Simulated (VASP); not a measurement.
All values below come from r2SCAN meta-GGA, VASP's PBE PAW potentials (set 64) (plane waves; VASP).

A VASP calculation is set up with these files.

POSCAR:
```
TiCo
1
    2.9417193434     0.0000000000    -0.0000000000
   -0.0000000000     2.9417193434    -0.0000000000
   -0.0000000000     0.0000000000     2.9417193434
Ti Co
1 1
Direct
  0.0000000000   0.0000000000   0.0000000000
  0.5000000000   0.5000000000   0.5000000000
```

KPOINTS:
```
Automatic mesh
0
Gamma
12 12 12
0 0 0
```

### INCAR
```
# general
SYSTEM  = TiCo
PREC    = Accurate
ENCUT   = 480
LREAL   = F
LASPH   = T

# electronic loop
EDIFF   = 1E-7
NELM    = 100
ALGO    = Normal
LMAXMIX = 4
LMIXTAU = T

# smearing
ISMEAR  = 1
SIGMA   = 0.1

# functional
METAGGA = R2SCAN

# ions
IBRION  = 2
NSW     = 40
ISIF    = 3
EDIFFG  = -0.01
PSTRESS = 20

# output
LWAVE   = F
LCHARG  = F
```

POTCAR, in this order: Ti_sv Co (PBE.64 set). Program: vasp_std.

The resulting files:

File OUTCAR:
```
 ion  position               nearest neighbor table
   1  0.000  0.000  0.000-   2 2.55   2 2.55   2 2.55   2 2.55   2 2.55   2 2.55   2 2.55   2 2.55
  LATTYP: Found a simple cubic cell.
 ALAT       =     2.9417193434
 Subroutine PRICEL returns:
 Original cell was already a primitive cell.
 Subroutine GETGRP returns: Found 48 space group operations
The static configuration has the point symmetry O_h .
The dynamic configuration has the point symmetry O_h .
 Subroutine INISYM returns: Found 48 space group operations
 Subroutine IBZKPT returns following result:
 Found     84 irreducible k-points:

 Following reciprocal coordinates:
            Coordinates               Weight
  0.000000  0.000000  0.000000      1.000000
  0.083333  0.000000  0.000000      6.000000
  0.166667  0.000000  0.000000      6.000000
  0.250000  0.000000  0.000000      6.000000
  0.333333  0.000000  0.000000      6.000000
  0.416667  0.000000  0.000000      6.000000
  0.500000  0.000000  0.000000      3.000000
  0.083333  0.083333  0.000000     12.000000
  0.166667  0.083333  0.000000     24.000000
  0.250000  0.083333  0.000000     24.000000
...
```

File OSZICAR:
```
       N       E                     dE             d eps       ncg     rms          rms(c)
DAV:   1     0.141689106810E+03    0.14169E+03   -0.10268E+04  2352   0.185E+03
DAV:   2    -0.236477262376E+02   -0.16534E+03   -0.16258E+03  2412   0.418E+02
DAV:   3    -0.336921005527E+02   -0.10044E+02   -0.99683E+01  3888   0.113E+02
DAV:   4    -0.339735010194E+02   -0.28140E+00   -0.28003E+00  2880   0.155E+01
DAV:   5    -0.339854230795E+02   -0.11922E-01   -0.11921E-01  3468   0.290E+00    0.164E+01
DAV:   6    -0.292065628139E+02    0.47789E+01   -0.39686E+01  2806   0.103E+02    0.141E+01
DAV:   7    -0.273285457156E+02    0.18780E+01   -0.23747E+01  3528   0.584E+01    0.106E+01
DAV:   8    -0.267357998529E+02    0.59275E+00   -0.52141E+00  3566   0.257E+01    0.219E+00
DAV:   9    -0.266980729674E+02    0.37727E-01   -0.24516E-01  2584   0.570E+00    0.196E+00
DAV:  10    -0.266836121115E+02    0.14461E-01   -0.29473E-01  2838   0.825E+00    0.826E-01
DAV:  11    -0.267012890483E+02   -0.17677E-01   -0.70512E-02  2624   0.370E+00    0.162E-01
DAV:  12    -0.267059550327E+02   -0.46660E-02   -0.11626E-02  2672   0.134E+00    0.107E-01
DAV:  13    -0.267058989111E+02    0.56122E-04   -0.32535E-03  3128   0.573E-01    0.714E-02
DAV:  14    -0.267060314737E+02   -0.13256E-03   -0.32083E-04  2790   0.213E-01    0.398E-02
DAV:  15    -0.267061280621E+02   -0.96588E-04   -0.12480E-04  2980   0.113E-01    0.174E-02
DAV:  16    -0.267061271715E+02    0.89057E-06   -0.74217E-05  3174   0.126E-01    0.262E-02
DAV:  17    -0.267061238211E+02    0.33504E-05   -0.25359E-05  3256   0.682E-02    0.462E-03
DAV:  18    -0.267061241620E+02   -0.34082E-06   -0.66883E-07  2606   0.974E-03    0.360E-03
DAV:  19    -0.267061235499E+02    0.61210E-06   -0.62652E-07  3070   0.102E-02    0.813E-04
DAV:  20    -0.267061239477E+02   -0.39787E-06   -0.21516E-07  2000   0.563E-03    0.231E-04
DAV:  21    -0.267061239650E+02   -0.17241E-07   -0.15345E-08  1296   0.168E-03
   1 F= -.26388346E+02 E0= -.26387829E+02  d E =-.263883E+02
```

File OUTCAR:
```
------------------------ aborting loop because EDIFF is reached ----------------------------------------
  FORCE on cell =-STRESS in cart. coord.  units (eV):
  Direction    XX          YY          ZZ          XY          YZ          ZX
  --------------------------------------------------------------------------------------
  Total        0.3183586      0.3183586      0.3183586      0.0000000      0.0000000     -0.0000000
  in kB       20.0365763     20.0365763     20.0365763      0.0000000      0.0000000     -0.0000000
  external PRESSURE =       0.0365763 kB  Pullay stress =      20.0000000 kB
  volume of cell :       25.46
      direct lattice vectors                 reciprocal lattice vectors
     2.941719343  0.000000000  0.000000000     0.339937255  0.000000000  0.000000000
     0.000000000  2.941719343  0.000000000     0.000000000  0.339937255  0.000000000
     0.000000000  0.000000000  2.941719343     0.000000000  0.000000000  0.339937255
 POSITION                                       TOTAL-FORCE (eV/Angst)
 -----------------------------------------------------------------------------------
      0.00000      0.00000      0.00000         0.000000      0.000000      0.000000
      1.47086      1.47086      1.47086         0.000000      0.000000      0.000000
 -----------------------------------------------------------------------------------
    total drift:                                0.000000      0.000000     -0.000000
  FREE ENERGIE OF THE ION-ELECTRON SYSTEM (eV)
  ---------------------------------------------------
  free  energy   TOTEN  =       -26.7061239650 eV

  energy  without entropy=      -26.7045706114  energy(sigma->0) =      -26.70560618
  enthalpy is  TOTEN    =       -26.3883464812 eV   P V=        0.3177774838

 reached required accuracy - stopping structural energy minimisation
```
(Selected blocks of OUTCAR.)

The compound is TiCo in the CsCl type structure. It was relaxed first under an external pressure of 2 GPa. The run is not spin-polarised, so no magnetic state was tried. The electron count is odd and the run is not spin-polarised, which forces a metal.
